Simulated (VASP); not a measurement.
Given:

```xyz
8
Lattice="0.0000 3.2512 3.2512 3.2512 0.0000 3.2512 12.9982 12.9982 0.0065" Properties=species:S:1:pos:R:3 pbc="T T T"
Hg     3.2518     3.2518     6.5017
Hg     6.5008     6.5008     6.5039
Te     1.6270     1.6270     1.6242
Te     4.8775     4.8775     1.6248
Te     8.1228     8.1228     1.6307
Te    11.3689    11.3689     1.6358
Cd     9.7509     9.7509     6.5050
Cd    13.0002    13.0002     6.5068
```

Level of theory: PBEsol GGA, VASP's PBE PAW potentials (set 64) (plane waves; VASP). Settings: 400 eV cut-off, Gaussian smearing of 0.050 eV, potentials Hg Te Cd.

Problem. Give the energies of bands 27 to 40 at the high-symmetry points, in eV from the Fermi level.

Solution. 
```json
[
 {"band": "27", "Γ": "-3.08", "T": "-1.87", "H2": "-4.42", "L": "-4.52", "S0": "-4.42", "F": "-4.45"},
 {"band": "28", "Γ": "-0.96", "T": "-1.32", "H2": "-4.38", "L": "-4.41", "S0": "-4.38", "F": "-4.40"},
 {"band": "29", "Γ": "-0.96", "T": "-0.92", "H2": "-2.83", "L": "-2.32", "S0": "-2.83", "F": "-2.31"},
 {"band": "30", "Γ": "-0.59", "T": "-0.92", "H2": "-2.78", "L": "-2.28", "S0": "-2.73", "F": "-2.29"},
 {"band": "31", "Γ": "-0.59", "T": "-0.76", "H2": "-2.66", "L": "-1.98", "S0": "-2.72", "F": "-2.10"},
 {"band": "32", "Γ": "-0.50", "T": "-0.76", "H2": "-2.58", "L": "-1.92", "S0": "-2.56", "F": "-2.08"},
 {"band": "33", "Γ": "-0.50", "T": "-0.32", "H2": "-1.74", "L": "-1.66", "S0": "-1.77", "F": "-1.58"},
 {"band": "34", "Γ": "-0.23", "T": "-0.32", "H2": "-1.68", "L": "-1.48", "S0": "-1.65", "F": "-1.56"},
 {"band": "35", "Γ": "-0.05", "T": "-0.07", "H2": "-1.59", "L": "-1.19", "S0": "-1.63", "F": "-0.91"},
 {"band": "36", "Γ": "0.00", "T": "-0.07", "H2": "-1.53", "L": "-1.05", "S0": "-1.50", "F": "-0.91"},
 {"band": "37", "Γ": "0.00", "T": "0.68", "H2": "2.40", "L": "1.62", "S0": "2.38", "F": "1.07"},
 {"band": "38", "Γ": "0.86", "T": "0.83", "H2": "2.60", "L": "1.95", "S0": "2.62", "F": "2.06"},
 {"band": "39", "Γ": "1.39", "T": "1.37", "H2": "2.99", "L": "2.33", "S0": "2.98", "F": "2.38"},
 {"band": "40", "Γ": "1.55", "T": "1.50", "H2": "3.23", "L": "2.42", "S0": "3.24", "F": "2.53"}
]
```

It has no gap at this level: it comes out as a metal or semimetal.

The structure was generated: Cd2Hg2Te4 was put into an ordered model structure (R3m), which need not be its known phase. It was relaxed first.
